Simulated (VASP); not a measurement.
Wanted: the native input for a VASP 6.6.1 run.

```
Task                   : relaxation of cell and atoms
Functional             : PBE
Potentials or basis    : VASP PAW PBE potentials, release 64 (Si, B)
Cutoff                 : 520 eV
k mesh                 : 5 × 5 × 5
Occupations            : gaussian, width 0.15 eV
Spin                   : no spin polarisation
Further INCAR settings : PREC = Normal; ALGO = Fast; EDIFF = 0.0001; IBRION = 2; EDIFFG = -0.08; NSW = 24; ISIF = 3
```

The structure of Si2B3 lies in POSCAR:

```
Si2B3
1.0
    2.4103545000     -2.8513959100      0.0000000000
    2.4103545000      2.8513959100      0.0000000000
    0.0000000000      0.0000000000      3.7687298200
Si B
2 3
Direct
    0.8599115600      0.1400884400      0.0000000000
    0.1400884400      0.8599115600      0.0000000000
    0.6606245200      0.3393754800      0.5000000000
    0.3393754800      0.6606245200      0.5000000000
    0.0000000000      0.0000000000      0.5000000000
```

The cell was built by a generator and needn't be a form met in nature.

The input as run:

INCAR

```
SYSTEM = Si2B3
  PREC = Normal
  ENCUT = 520
  EDIFF = 1E-4
  ISMEAR = 0
  SIGMA = 0.15
  LREAL = .False.
  LASPH = .True.
  NELM = 60
  ALGO = Fast
  ISIF = 3
  LWAVE = .False.
  LCHARG = .False.
  GGA = PE
  IBRION = 2
  NSW = 24
  EDIFFG = -0.08
```

KPOINTS

```
Automatic mesh
0
Gamma
  5 5 5
  0 0 0
```

Potentials or basis: VASP PAW PBE potentials, release 64 (Si, B).

The run is started by

```sh
$ cat potpaw_PBE.64/Si/POTCAR potpaw_PBE.64/B/POTCAR > POTCAR
$ mpirun -np 1 vasp_std > vasp.out
```

It gave:

```yaml
Relaxed_volume: 10.82 Å³/atom
Relaxed_cell: a = 3.416 Å, b = 3.416 Å, c = 4.635 Å, α = 90.00°, β = 90.00°, γ = 91.52°
Space_group_after_relaxing_to_0.05_Å: Cmmm (No. 65)
Energy_gained_by_relaxing: 1771.6 meV/atom
Ionic_steps: 22
Pressure_after_relaxing: -0.1 GPa
Largest_force_after_relaxing: 0.060 eV/Å
Band_gap_on_the_k_mesh: none (metal or under the smearing width)
```

Caveat: the relaxation stopped at a loose force limit of 0.08 eV/Å, so its end isn't a converged minimum.

Run time: 62 s on 1 thread of AMD EPYC 9R14 (Zen 4), with other jobs on the host, peak memory 0.11 GiB.
